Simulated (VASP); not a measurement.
```
CELL_PARAMETERS angstrom
      1.54318    -2.67286     0.00000
      1.54318     2.67286     0.00000
      0.00000     0.00000     3.29008
ATOMIC_POSITIONS crystal
  Ti 0.00000 0.00000 0.00000
  B  0.33333 0.66667 0.50000
  B  0.66667 0.33333 0.50000
```

Calculation: PBEsol GGA, VASP's PBE PAW potentials (set 64) (plane waves; VASP 6.6.1). Settings: 400 eV cut-off, 12×12×10 Γ-centred mesh, Fermi-Dirac smearing of 0.050 eV, potentials Ti_sv B.

At this cut-off the stress carries a Pulay error, which pulls relaxed volumes low.

Q: Estimate the energy per atom (σ→0), pressure, band gap (on the k-mesh) with the smallest direct gap where there is one.

A: 
```
Item                                                         Value
------------------------  ----------------------------------------
band gap (on the k-mesh)  none (metal, semimetal or under 0.01 eV)
energy per atom (σ→0)                               -8.558 eV/atom
pressure                                                -17.52 GPa
```

Only differences to runs with the same potentials and settings are physical.

The structure is a typed TiB2 crystal. The cell was not relaxed at this level.
